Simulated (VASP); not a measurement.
SrMn2As2, 5 atoms in the cell. The structure is trigonal, space group P-3m1 (No. 164). The conventional cell has a = 4.076 Å, b = 4.076 Å, c = 7.351 Å, α = 90.00°, β = 90.00°, γ = 120.00°. Sr (site symmetry -3m) is surrounded by 6 As at 3.14 Å. Around Mn (site symmetry 3m) lie 4 As at 2.43 to 2.48 Å. As (site symmetry 3m) has 4 Mn at 2.43 to 2.48 Å as nearest neighbours. The cell is a database's computed one.

- Program: VASP 6.6.1
- Task: electric field gradients
- Functional: PBEsol
- Potentials or basis: VASP PAW PBE potentials, release 64 (Sr_sv, Mn_sv, As_d)
- Cutoff: 600 eV
- k mesh: 9 × 9 × 5
- Occupations: fermi-dirac, width 0.05 eV
- Spin: collinear spin, ferromagnetic start
- Starting moments: [0.0, 3.5, 3.5, 0.0, 0.0] μB
- Further INCAR settings: ALGO = Normal; EDIFF = 1e-07

Potentials or basis: VASP PAW PBE potentials, release 64 (Sr_sv, Mn_sv, As_d).

Run with:

```bash
$ cat potpaw_PBE.64/Sr_sv/POTCAR potpaw_PBE.64/Mn_sv/POTCAR potpaw_PBE.64/As_d/POTCAR > POTCAR
$ mpirun -np 1 vasp_std > vasp.out
```

Hardware: 1 thread of Intel(R) Xeon(R) Platinum 8559C (Emerald Rapids) (shared host).

Q: How long does it take, and how much memory?

A: It took 19 min on 1 thread of Intel(R) Xeon(R) Platinum 8559C (Emerald Rapids), with other jobs on the host, peak memory 0.62 GiB. Counts: scf iterations 19, k points 50.
